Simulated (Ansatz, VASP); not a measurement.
# WC (Qusongite): VASP beside Ansatz, part 2 of 2

One calculation is typed for both programs; each brings its own data sets. How far apart do they land? Of the first pair: The structure shown is the end of the Ansatz relaxation below.

VASP 6.6.1 and Ansatz 0.2.0.

So far. Step 3 (VASP: single point, PBEsol): The run ends at a pressure of 13.32 GPa.

**5. Ansatz: zone-centre phonons, PBEsol**

Level of this step: Ansatz beside VASP: Kohn-Sham DFT, plane waves, PBEsol (Ansatz).

Second derivatives magnify differences that forces hide, and they need a tight electronic threshold. The cell compared in this pair holds 19.28 Å³, against 20.09 Å³ for the pair before.

The cell is taken from a series of runs on this material, whose earlier steps may have relaxed, scaled, displaced or heated it; both programs get it as it stands.

input.yaml

```yaml
crystal:
  lattice:
    - [2.7826518274, 0.0, 0.0]
    - [-1.3913259137, 2.4098471724, 0.0]
    - [0.0, 0.0, 2.875050599]
  atoms:
    - { symbol: C, position: [0.6666666667, 0.3333333333, 0.5] }
    - { symbol: W, position: [0.0, 0.0, 0.0] }
kpoints:
  mp_grid: { grid: [18, 18, 16] }
hamiltonian:
  xc: pbesol
  pseudopotentials: { kind: paw, azcp: { folder: soft_1 }, xc_functional: pbe }
scf:
  occupations: { method: methfessel_paxton, width: 0.2 }
output:
  eigenvalues: true
phonons:
  method: dfpt
```

The run is started by

```console
ansatz run input.yaml --threads 4 --pin off --max-ram 10240MiB --backend cpu --events-out ev --progress --plain --runs-dir out
```

Numbers of over 12 decimals in the logs are rounded to 6 here.

Output:

```text
zone centre: on kpoints.mp_grid the ground state, and the responses unless they are solved on pairs of k-points, stand on 819 of the mesh's 5184 k-points, reduced under 4 symmetry operations, with k and −k counted as one. Each operation leaves every solved displacement unchanged or reverses it
[...]
Crystal: 2 atoms, lattice volume = 19.279 Å³
[...]
k mesh reduced under 4 symmetry operations, with k and −k counted as one. Each operation leaves every solved displacement unchanged or reverses it
  ASR residual: 1.336e-5 → 0.000e0 eV/Å²; symmetrization residual: 1.718e-6 eV/Å²
  ASR residual per site (eV/Å²): 1.34e-5 1.18e-5
  Γ frequencies (cm⁻¹): 0.00 0.00 0.00 627.49 666.41 666.41
  non-analytic LO–TO correction: not included (Born effective charges unavailable; polar crystals: no LO–TO splitting at Γ)
[key lines of the parts left out:]
SCF converged after 9 iterations
Free energy (F): -10504.539337 eV
Fermi energy:    22.086660 eV
```

**6. VASP: zone-centre phonons, PBEsol**

The same cell, functional, mesh and smearing now go to VASP, with its own data sets.

INCAR

```
SYSTEM = WC
PREC = Accurate
ENCUT = 600
EDIFF = 1E-08
NELM = 120
ISMEAR = 1
SIGMA = 0.2
LREAL = .FALSE.
ALGO = Normal
GGA = PS
NBANDS = 11
LASPH = .TRUE.
LORBIT = 11
LWAVE = .FALSE.
LCHARG = .FALSE.
ISIF = 2
IBRION = 8
GGA_COMPAT = .FALSE.
KPAR = 2
```

POSCAR

```
WC
1.0
    2.7826518274      0.0000000000      0.0000000000
   -1.3913259137      2.4098471724      0.0000000000
    0.0000000000      0.0000000000      2.8750505990
C W
1 1
Direct
    0.6666666667      0.3333333333      0.5000000000
    0.0000000000      1.0000000000      0.0000000000
```

KPOINTS

```
Automatic mesh
0
Gamma
18 18 16
0 0 0
```

PAW data sets: C and W (PBE family, release 64).

The run is started by

```console
mpirun -np 2 vasp_std
```

Output:

```text
[banner, memory and clock lines left out]
running    2 mpi-ranks, on    1 nodes
[...]
[... a notice as in an earlier step ...]

 LDA part: xc-table for (Slater+PW92), standard interpolation
 POSCAR, INCAR and KPOINTS ok, starting setup
[...]
entering main loop
       N       E                     dE             d eps       ncg     rms          rms(c)
DAV:   1     0.299719695467E+02    0.29972E+02   -0.55790E+03  7326   0.939E+02
DAV:   2    -0.244959992340E+02   -0.54468E+02   -0.51522E+02  8425   0.220E+02
DAV:   3    -0.266581559533E+02   -0.21622E+01   -0.21379E+01  9115   0.366E+01
DAV:   4    -0.266719409063E+02   -0.13785E-01   -0.13781E-01  8019   0.339E+00
[...]
DAV:  12    -0.237796918897E+02    0.19166E-05   -0.47405E-06  8262   0.147E-02    0.325E-03
DAV:  13    -0.237796918421E+02    0.47619E-07   -0.17348E-07  8486   0.404E-03    0.859E-04
DAV:  14    -0.237796918347E+02    0.73801E-08   -0.40951E-09  4524   0.511E-04
   1 F= -.23779692E+02 E0= -.23779853E+02  d E =0.483300E-03
[...]
RMM:   7    -0.105321752479E+00    0.29528E-06    0.19227E-08 53701   0.956E-04    0.103E-04
RMM:   8    -0.105321043268E+00    0.70921E-06   -0.98406E-08 55278   0.198E-04    0.225E-05
RMM:   9    -0.105321049197E+00   -0.59287E-08   -0.75230E-09 56384   0.510E-05    0.530E-06
 first order change of Fermi-energy  -0.41295E-04
 force on displaced ion       2 direction 1 : -18.845   0.002   0.000
 Linear response progress:
  Degree of freedom:   4/  4
       N       E                     dE             d eps       ncg     rms          rms(c)
RMM:   1    -0.117879481633E+00   -0.11788E+00   -0.95367E-02 23986   0.201E+00
RMM:   2    -0.113725503795E+00    0.41540E-02   -0.24393E-03 17448   0.425E-01    0.186E-01
RMM:   3    -0.113174661428E+00    0.55084E-03   -0.21458E-04 18318   0.105E-01    0.102E-01
RMM:   4    -0.113178268872E+00   -0.36074E-05   -0.31274E-04 18343   0.121E-01    0.137E-02
[...]
RMM:   9    -0.113202986482E+00    0.43037E-06   -0.25916E-09 19759   0.673E-05    0.511E-06
RMM:  10    -0.113202962290E+00    0.24192E-07   -0.14146E-09 20081   0.249E-05    0.175E-06
RMM:  11    -0.113202958958E+00    0.33322E-08   -0.42000E-09 16478   0.174E-05    0.222E-07
 first order change of Fermi-energy  -0.10650E-02
 force on displaced ion       2 direction 3 :   0.000  -0.000 -17.063
 Linear response finished
```

From OUTCAR (step 6):

```text
  Total        5.1883925      5.1883925      0.1762508      0.0000000      0.0000000      0.0000000
  in kB      431.1710027    431.1710027     14.6469702      0.0000000      0.0000000      0.0000000
  external PRESSURE =     292.3296585 kB  Pullay stress =       0.0000000 kB

 POSITION                                       TOTAL-FORCE (eV/Angst)
 -----------------------------------------------------------------------------------
      1.39133      0.80328      1.43753        -0.000000      0.000000      0.000000
      0.00000      0.00000      0.00000         0.000000      0.000000      0.000000
 -----------------------------------------------------------------------------------
    total drift:                               -0.000000      0.000000      0.000000

[... 1 part as in an earlier step ...]

[... 1 further part left out ...]
```

**7. Differences**

What differs besides the data sets and the points named for the pairs above, as far as they apply: the data sets hold 18 valence electrons in Ansatz (on its PAW soft_1 files) and 10 in VASP. Total energies have different zeros and are not compared.

The two programs side by side:

```
                  quantity  Ansatz   VASP  difference
     optical mode 1 (cm⁻¹)   627.5  641.6     -2.19 %
optical mode 2 to 3 (cm⁻¹)   666.4  674.1     -1.15 %
```

Modes are paired by rising frequency, not by their patterns, so a pair may set unlike modes beside each other; they are those without the splitting of longitudinal modes.

**8. Summary of results**

```
difference in pressure (single point, PBEsol)                                                                        : 0.054 GPa
r.m.s. difference of the optical zone-centre modes, each program's sorted by frequency (zone-centre phonons, PBEsol) : 10 cm⁻¹
difference in optical mode 1 (zone-centre phonons, PBEsol)                                                           : -2.2 %
```

The difference in pressure is 0.054 GPa (single point, PBEsol), within the 1 GPa picked in this series as the mark of a large difference. The data sets hold unlike numbers of valence electrons (18 in Ansatz and 10 in VASP), so part of the differences comes from the potentials. Among the rows given in per cent, the largest difference of the zone-centre phonons, PBEsol pair is in optical mode 1, -2.2 %. Such differences can come from data sets, numerical settings and the points named under the comparisons, not from the functional's error against experiment.

[Lines on the potential files, build, host, timing and source positions are cut from VASP's logs without a mark.]

[Logs are printed without paths, hosts, clocks, repeated set-up lines and the standing remarks that a program may print on its own settings, such as how far it seeks lower states.]

[Hosts, paths, dates, database ids (printed as entryN), source tags and the programs' standing remarks are cut or masked in the printed files.]
